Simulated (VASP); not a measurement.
Here is the system:

```
NbC
1.0
    0.00000     2.25079     2.25079
    2.25079     0.00000     2.25079
    2.25079     2.25079     0.00000
Nb C
1 1
Direct
  0.00000   0.00000   0.00000
  0.50000   0.50000   0.50000
```

Level of theory: RPBE GGA, VASP's PBE PAW potentials (set 64) (plane waves; VASP). Numerical set-up: 520 eV cut-off, Gaussian smearing of 0.050 eV, potentials Nb_sv C.

Problem. Predict the band gap (along the path) with the smallest direct gap where there is one.

Solution. 
```json
{
 "band gap (along the path)": "none (metal, semimetal or under 0.01 eV)"
}
```

Total energies compare only between runs with the same potentials, cut-off and functional.

The compound is NbC in the rock salt structure. It was relaxed first. The electron count is odd and the run is not spin-polarised, which forces a metal.
